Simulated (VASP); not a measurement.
All values below come from vdW-DF2, VASP's PBE PAW potentials (set 64) (plane waves; VASP).

The input files of a VASP run:

POSCAR:
```
C
1.0
  1.2384286029  -2.1450207584   0.0000000000
  1.2384286029   2.1450207584   0.0000000000
  0.0000000000   0.0000000000   7.0306054228
C
4
direct
  0.0000000000   0.0000000000   0.2500000000
  0.0000000000   0.0000000000   0.7500000000
  0.3333330000   0.6666670000   0.2500000000
  0.6666670000   0.3333330000   0.7500000000
```

### INCAR
```
SYSTEM = C
PREC = Accurate
ENCUT = 520
EDIFF = 1E-6
NELM = 100
ALGO = Normal
LREAL = .FALSE.
LASPH = .TRUE.
ISMEAR = 0
SIGMA = 0.05
GGA = ML
ZAB_VDW = -1.8867
LUSE_VDW = .TRUE.
AGGAC = 0.0
LWAVE = .FALSE.
LCHARG = .FALSE.
IBRION = 2
ISIF = 3
NSW = 60
EDIFFG = -0.02
```

KPOINTS:
```
Automatic
0
Gamma
  9 9 3
0 0 0
```

POTCAR, in this order: C (PBE.64 set). Program: vasp_std.

The run wrote:

### OSZICAR
```
       N       E                     dE             d eps       ncg     rms          rms(c)
DAV:   1     0.569772503563E+02    0.56977E+02   -0.83544E+03   576   0.122E+03
DAV:   2    -0.289754505085E+02   -0.85953E+02   -0.78148E+02   748   0.234E+02
DAV:   3    -0.331089585834E+02   -0.41335E+01   -0.41033E+01   748   0.532E+01
DAV:   4    -0.331654497918E+02   -0.56491E-01   -0.56393E-01   728   0.715E+00
DAV:   5    -0.331667710462E+02   -0.13213E-02   -0.13206E-02   696   0.107E+00    0.873E+00
DAV:   6    -0.311004236576E+02    0.20663E+01   -0.23372E+00   672   0.103E+01    0.496E+00
DAV:   7    -0.304501169220E+02    0.65031E+00   -0.26958E+00   684   0.110E+01    0.162E+00
DAV:   8    -0.304581996837E+02   -0.80828E-02   -0.93594E-02   640   0.222E+00    0.262E-01
DAV:   9    -0.304552959673E+02    0.29037E-02   -0.92406E-03   724   0.688E-01    0.278E-02
DAV:  10    -0.304553336781E+02   -0.37711E-04   -0.29160E-04   716   0.152E-01    0.182E-02
DAV:  11    -0.304553359143E+02   -0.22362E-05   -0.67014E-06   732   0.235E-02    0.299E-03
DAV:  12    -0.304553359735E+02   -0.59259E-07   -0.18809E-07   520   0.481E-03
   1 F= -.30455336E+02 E0= -.30454653E+02  d E =-.304553E+02
```

### OUTCAR
```
------------------------ aborting loop because EDIFF is reached ----------------------------------------
  FORCE on cell =-STRESS in cart. coord.  units (eV):
  Direction    XX          YY          ZZ          XY          YZ          ZX
  --------------------------------------------------------------------------------------
  Total        0.0185691      0.0185691     -0.0589502      0.0000000      0.0000000      0.0000000
  in kB        0.7964813      0.7964809     -2.5285457      0.0000000      0.0000000      0.0000000
  external PRESSURE =      -0.3118612 kB  Pullay stress =       0.0000000 kB
  volume of cell :       37.35
      direct lattice vectors                 reciprocal lattice vectors
     1.238428603 -2.145020758  0.000000000     0.403737445 -0.233097977  0.000000000
     1.238428603  2.145020758  0.000000000     0.403737445  0.233097977  0.000000000
     0.000000000  0.000000000  7.030605423     0.000000000  0.000000000  0.142235261
 POSITION                                       TOTAL-FORCE (eV/Angst)
 -----------------------------------------------------------------------------------
      0.00000      0.00000      1.75765        -0.000000      0.000000     -0.000000
      0.00000      0.00000      5.27295         0.000000     -0.000000     -0.000000
      1.23843      0.71501      1.75765         0.000000      0.000000      0.000000
      1.23843     -0.71501      5.27295        -0.000000     -0.000000      0.000000
 -----------------------------------------------------------------------------------
    total drift:                                0.000000     -0.000000      0.000000
  FREE ENERGIE OF THE ION-ELECTRON SYSTEM (eV)
  ---------------------------------------------------
  free  energy   TOTEN  =       -30.4553359735 eV

  energy  without entropy=      -30.4539703744  energy(sigma->0) =      -30.45465317

 reached required accuracy - stopping structural energy minimisation
```
(Selected blocks of OUTCAR.)

The compound is C in the graphite structure. It was relaxed first, which changed the volume by +6 %. The k-mesh is coarse (spacing up to 0.33 per Å, 2π included), so the numbers may not be converged in it. The start is the result of an earlier pass.
